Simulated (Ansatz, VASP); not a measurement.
One calculation of Cu3Pd, two programs

```
Cu Pd
1.0
     3.74665    0.00000    0.00000
     0.00000    3.74665    0.00000
     0.00000    0.00000    3.74665
Cu Pd
3 1
Direct
  0.00000 0.50000 0.50000
  0.50000 0.00000 0.50000
  0.50000 0.50000 0.00000
  0.00000 0.00000 0.00000
```

Change from the starting cell: volume scaled by 1.02.

Alike in both runs: task single point; functional PBEsol; k mesh 9 × 9 × 9; occupations fermi-dirac, width 0.05 eV; no spin polarisation.

|  | VASP | Ansatz |
| --- | --- | --- |
| version | VASP 6.6.1 | Ansatz 0.2.0 |
| potentials or method | VASP PAW PBE potentials, release 64 (Cu, Pd), cutoff 520 eV | all-electron LAPW, scalar-relativistic |

Ansatz gave:

| Item | Value |
| --- | --- |
| pressure (GPa) | -10.9 |

Problem. Estimate VASP's values.

Solution. Pressure (GPa): -10.4.

Ansatz ran all-electron here, so the differences hold the error of VASP's frozen core and of both bases.

Caveats: the PAW data sets were made with another functional, which shifts forces and pressure a little (VASP).
